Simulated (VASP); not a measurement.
Consider the following.

```
CsI
1.0
    4.62382     0.00000     0.00000
    0.00000     4.62382     0.00000
    0.00000     0.00000     4.62382
Cs I
1 1
Direct
  0.00000   0.00000   0.00000
  0.50000   0.50000   0.50000
```

Computed with AM05 GGA, VASP's PBE PAW potentials (set 64) (plane waves; VASP). Run with 520 eV cut-off, 7×7×7 Γ-centred mesh, tetrahedra with Blöchl corrections, potentials Cs_sv I.

Problem. What does the run give for the energy per atom (σ→0)?

Solution. 
```yaml
energy per atom (σ→0): -2677 meV/atom
```

Only differences to runs with the same potentials and settings are physical.

The compound is CsI in the CsCl type structure. It was relaxed first.
